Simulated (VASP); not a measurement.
Runs of VASP 6.6.1 on InSb. Symmetry: F-43m, No. 216, cubic system. The conventional cell has a = 6.633 Å, b = 6.633 Å, c = 6.633 Å, α = 90.00°, β = 90.00°, γ = 90.00°. Around In (site symmetry -43m) lie 4 Sb at 2.87 Å. Sb (site symmetry -43m) has 4 In at 2.87 Å as nearest neighbours. The cell is a database's computed one.

```csv
task,level,potentials or basis,cell,k mesh,cutoff (eV),mesh quality,gap on the mesh (eV),pressure (GPa),relaxed volume (Å³/atom)
relaxation of cell and atoms,RPBE,"VASP PAW PBE potentials, release 64 (In_d, Sb)",relaxed,12 × 12 × 12,600,not flagged,none,0.0,37.86
relaxation of cell and atoms,PBE,"VASP PAW PBE potentials, release 64 (In_d, Sb)",relaxed,12 × 12 × 12,600,not flagged,none,0.0,36.52
relaxation of cell and atoms,PBEsol,"VASP PAW PBE potentials, release 64 (In_d, Sb)",relaxed,12 × 12 × 12,600,not flagged,none,0.0,(a)
relaxation of cell and atoms,PBE+D3(BJ),"VASP PAW PBE potentials, release 64 (In_d, Sb)",relaxed,12 × 12 × 12,600,not flagged,none,0.0,35.03
single point,PBEsol,"VASP PAW PBE potentials, release 64 (In_d, Sb)",as given,12 × 12 × 12,520,not flagged,none,-2.0,-
relaxation of cell and atoms,PBEsol,"VASP PAW PBE potentials, release 64 (In_d, Sb)",relaxed,12 × 12 × 12,300,not flagged,none,0.0,34.46
relaxation of cell and atoms,PBEsol,"VASP PAW PBE potentials, release 64 (In, Sb)",relaxed,12 × 12 × 12,580,not flagged,none,0.0,(b)
relaxation of cell and atoms,PBEsol,"VASP PAW PBE potentials, release 64 (In_d, Sb)",relaxed,4 × 4 × 4,600,coarse,none,0.0,35.07
```

Alike in all rows: no spin polarisation; smearing gaussian 0.1 eV.

Estimate the missing entries.

(a) 34.66; (b) 34.99.

Caveats: some runs use coarse meshes; this crystal is a semiconductor, whose small gap the functional closes, so the metal is an error of the method; the PAW data sets were made with another functional, which shifts forces and pressure a little (some runs); pairwise dispersion overbinds metals, which lowers pressure and volume (some runs).

A k mesh can miss the band edges, and the runs leave out spin-orbit coupling on In, Sb.

A gap of «none» marks a metal or a gap under the smearing width.

The runs don't all hold the same shells in valence.
